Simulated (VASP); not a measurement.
Method: PBEsol GGA, VASP's PBE PAW potentials (set 64) (plane waves; VASP).

A VASP calculation is set up with these files.

**INCAR**
```
! general
SYSTEM  = TiC
PREC    = Accurate
ENCUT   = 400   ! plane-wave cut-off (eV)
LREAL   = .FALSE.   ! projection in real space or not
LASPH   = .TRUE.

! electronic loop
EDIFF   = 1E-6
NELM    = 100
ALGO    = Normal
LMAXMIX = 4

! smearing
ISMEAR  = 0   ! Gaussian
SIGMA   = 0.05   ! width (eV)

! functional
GGA     = PS   ! PBEsol

! ions
ISIF    = 2

! output
LWAVE   = .FALSE.
LCHARG  = .FALSE.
```

**KPOINTS**
```
Automatic mesh
0
Gamma
 7 7 7
0 0 0
```

**POSCAR**
```
TiC
3.0627910
  0.0000000000   0.7071066880   0.7071066880
  0.7071066880   0.0000000000   0.7071066880
  0.7071066880   0.7071066880   0.0000000000
Ti C
1 1
Direct
 -0.0028130000  -0.0196920000   0.0044470000
  0.5028130000   0.5196920000   0.4955530000
```

POTCAR, in this order: Ti_sv C (PBE.64 set). Program: vasp_std.

The run wrote:

OSZICAR:
```
       N       E                     dE             d eps       ncg     rms          rms(c)
DAV:   1     0.973766813298E+02    0.97377E+02   -0.71054E+03  4148   0.135E+03
DAV:   2    -0.170289482272E+02   -0.11441E+03   -0.10873E+03  4272   0.346E+02
DAV:   3    -0.247711176787E+02   -0.77422E+01   -0.74962E+01  5364   0.876E+01
DAV:   4    -0.251282060498E+02   -0.35709E+00   -0.35656E+00  5268   0.180E+01
DAV:   5    -0.251413392985E+02   -0.13133E-01   -0.13132E-01  5692   0.299E+00    0.190E+01
DAV:   6    -0.203237421180E+02    0.48176E+01   -0.29587E+01  4784   0.696E+01    0.685E+00
DAV:   7    -0.197724589591E+02    0.55128E+00   -0.42391E+00  4604   0.267E+01    0.501E+00
DAV:   8    -0.197260341633E+02    0.46425E-01   -0.19863E-01  4676   0.626E+00    0.232E+00
DAV:   9    -0.197297098742E+02   -0.36757E-02   -0.95261E-02  4768   0.344E+00    0.836E-01
DAV:  10    -0.197254014766E+02    0.43084E-02   -0.16156E-02  5168   0.199E+00    0.428E-01
DAV:  11    -0.197247355451E+02    0.66593E-03   -0.50116E-03  4764   0.993E-01    0.940E-02
DAV:  12    -0.197246475283E+02    0.88017E-04   -0.42708E-04  4568   0.348E-01    0.287E-02
DAV:  13    -0.197246340810E+02    0.13447E-04   -0.34952E-05  6456   0.844E-02    0.448E-03
DAV:  14    -0.197246339683E+02    0.11270E-06   -0.78357E-07  2920   0.109E-02
   1 F= -.19724634E+02 E0= -.19724503E+02  d E =-.261616E-03
```

**OUTCAR**
```
------------------------ aborting loop because EDIFF is reached ----------------------------------------
  FORCE on cell =-STRESS in cart. coord.  units (eV):
  Direction    XX          YY          ZZ          XY          YZ          ZX
  --------------------------------------------------------------------------------------
  Total       -0.8465862     -0.9739448     -0.6763960      0.0222805      0.0218104     -0.1754376
  in kB      -66.7643811    -76.8082712    -53.3426617      1.7571053      1.7200352    -13.8355497
  external PRESSURE =     -65.6384380 kB  Pullay stress =       0.0000000 kB
  volume of cell :       20.32
      direct lattice vectors                 reciprocal lattice vectors
     0.000000000  2.165720000  2.165720000    -0.230870103  0.230870103  0.230870103
     2.165720000  0.000000000  2.165720000     0.230870103 -0.230870103  0.230870103
     2.165720000  2.165720000  0.000000000     0.230870103  0.230870103 -0.230870103
 POSITION                                       TOTAL-FORCE (eV/Angst)
 -----------------------------------------------------------------------------------
      2.13270      2.16926      4.28270         0.537637     -0.054079      0.816717
      2.19874      2.16218      2.21446        -0.537637      0.054079     -0.816717
 -----------------------------------------------------------------------------------
    total drift:                                0.000026     -0.000132      0.000517
  FREE ENERGIE OF THE ION-ELECTRON SYSTEM (eV)
  ---------------------------------------------------
  free  energy   TOTEN  =       -19.7246339683 eV

  energy  without entropy=      -19.7243723527  energy(sigma->0) =      -19.72450316
```
(Selected blocks of OUTCAR.)

At this cut-off the stress carries a Pulay error, which pulls relaxed volumes low.

The structure comes from a computed database's TiC entry; how it stands against other phases isn't given here. The cell was not relaxed at this level, atoms are displaced from their ideal sites. The k-mesh is coarse (spacing up to 0.36 per Å, 2π included), so the numbers may not be converged in it. The run is one of a series of settings (KPOINTS 7×7×7 Γ-centred mesh against the base run), some of them coarse on purpose.
